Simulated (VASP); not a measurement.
Consider the following.

```yaml
crystal:
  lattice:
    - [0.00000, 3.25224, 3.25224]
    - [3.25224, 0.00000, 3.25224]
    - [3.25224, 3.25224, 0.00000]
  atoms:
    - { symbol: Mg, position: [0.00000, 0.00000, 0.00000] }
    - { symbol: Te, position: [0.25000, 0.25000, 0.25000] }
```

Computed with G0W0 on PBE orbitals, VASP's PBE PAW potentials (set 64) (plane waves; VASP 6.6.1). Numerical set-up: PREC = Normal, 500 eV cut-off, 4×4×4 Γ-centred mesh, Gaussian smearing of 0.010 eV, potentials Mg_sv_GW Te_GW.

The mesh is coarse and the basis finite, so the quasiparticle values are not converged.

NBANDS = 160, ENCUTGW = 200 eV, NOMEGA = 64. The PBE levels (eV) that the step starts from are:

| state | KS energy | filling |
|---|---|---|
| k1 (0.00, 0.00, 0.00), band 5 | -8.20 | 2 |
| k1 (0.00, 0.00, 0.00), band 6 | 1.91 | 2 |
| k1 (0.00, 0.00, 0.00), band 7 | 1.91 | 2 |
| k1 (0.00, 0.00, 0.00), band 8 | 1.91 | 2 |
| k1 (0.00, 0.00, 0.00), band 9 | 4.24 | 0 |
| k1 (0.00, 0.00, 0.00), band 10 | 7.34 | 0 |
| k1 (0.00, 0.00, 0.00), band 11 | 7.34 | 0 |
| k1 (0.00, 0.00, 0.00), band 12 | 7.34 | 0 |
| k3 (0.50, 0.00, 0.00), band 5 | -7.63 | 2 |
| k3 (0.50, 0.00, 0.00), band 6 | -1.23 | 2 |
| k3 (0.50, 0.00, 0.00), band 7 | 1.51 | 2 |
| k3 (0.50, 0.00, 0.00), band 8 | 1.51 | 2 |
| k3 (0.50, 0.00, 0.00), band 9 | 5.07 | 0 |
| k3 (0.50, 0.00, 0.00), band 10 | 7.42 | 0 |
| k3 (0.50, 0.00, 0.00), band 11 | 7.42 | 0 |
| k3 (0.50, 0.00, 0.00), band 12 | 9.21 | 0 |
| k4 (0.25, 0.25, 0.00), band 5 | -7.85 | 2 |
| k4 (0.25, 0.25, 0.00), band 6 | 0.04 | 2 |
| k4 (0.25, 0.25, 0.00), band 7 | 1.26 | 2 |
| k4 (0.25, 0.25, 0.00), band 8 | 1.26 | 2 |
| k4 (0.25, 0.25, 0.00), band 9 | 5.88 | 0 |
| k4 (0.25, 0.25, 0.00), band 10 | 6.03 | 0 |
| k4 (0.25, 0.25, 0.00), band 11 | 8.64 | 0 |
| k4 (0.25, 0.25, 0.00), band 12 | 8.91 | 0 |

Give the quasiparticle energies and renormalisation factors Z.

| state | QP energy (eV) | Z |
|---|---|---|
| k1 (0.00, 0.00, 0.00), band 5 | -9.19 | 0.71 |
| k1 (0.00, 0.00, 0.00), band 6 | 0.98 | 0.77 |
| k1 (0.00, 0.00, 0.00), band 7 | 0.98 | 0.77 |
| k1 (0.00, 0.00, 0.00), band 8 | 0.98 | 0.77 |
| k1 (0.00, 0.00, 0.00), band 9 | 4.69 | 0.79 |
| k1 (0.00, 0.00, 0.00), band 10 | 7.81 | 0.77 |
| k1 (0.00, 0.00, 0.00), band 11 | 7.81 | 0.77 |
| k1 (0.00, 0.00, 0.00), band 12 | 7.81 | 0.77 |
| k3 (0.50, 0.00, 0.00), band 5 | -8.55 | 0.72 |
| k3 (0.50, 0.00, 0.00), band 6 | -2.38 | 0.74 |
| k3 (0.50, 0.00, 0.00), band 7 | 0.54 | 0.77 |
| k3 (0.50, 0.00, 0.00), band 8 | 0.54 | 0.77 |
| k3 (0.50, 0.00, 0.00), band 9 | 5.50 | 0.79 |
| k3 (0.50, 0.00, 0.00), band 10 | 7.82 | 0.78 |
| k3 (0.50, 0.00, 0.00), band 11 | 7.82 | 0.78 |
| k3 (0.50, 0.00, 0.00), band 12 | 9.38 | 0.78 |
| k4 (0.25, 0.25, 0.00), band 5 | -8.80 | 0.72 |
| k4 (0.25, 0.25, 0.00), band 6 | -0.96 | 0.75 |
| k4 (0.25, 0.25, 0.00), band 7 | 0.28 | 0.76 |
| k4 (0.25, 0.25, 0.00), band 8 | 0.28 | 0.76 |
| k4 (0.25, 0.25, 0.00), band 9 | 6.16 | 0.79 |
| k4 (0.25, 0.25, 0.00), band 10 | 6.49 | 0.78 |
| k4 (0.25, 0.25, 0.00), band 11 | 9.03 | 0.78 |
| k4 (0.25, 0.25, 0.00), band 12 | 9.42 | 0.77 |
On the mesh the gap opens from 2.32 to 3.71 eV.

The compound is MgTe in the zinc blende structure, whereas wurtzite is the usual form. This cell is one point of a volume scan, at 1.04 of the reference volume.
